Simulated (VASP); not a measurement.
Input:

```
TiS
1.0
    0.00000     2.68683     2.68683
    2.68683     0.00000     2.68683
    2.68683     2.68683     0.00000
Ti S
1 1
Cartesian
  0.00000   0.00000   0.00000
  1.34342   1.34342   1.34342
```

These are PBEsol GGA, VASP's PBE PAW potentials (set 64) (plane waves; VASP) values and carry that method's errors. Numerical set-up: 400 eV cut-off, 13×13×13 Γ-centred mesh, tetrahedra with Blöchl corrections, potentials Ti_sv S.

Problem. Estimate the energy per atom (σ→0), band gap (on the k-mesh) with the smallest direct gap where there is one.

Solution. 
| Property | Value |
|---|---|
| band gap (on the k-mesh) | none (metal, semimetal or under 0.01 eV) |
| energy per atom (σ→0) | -7.346 eV/atom |

The absolute energy has meaning only against runs of the same code, potentials and settings.

The structure was generated: TiS was put into the zinc blende type (F-43m), which need not be its known phase. It was relaxed first, which changed the volume by -32 %.
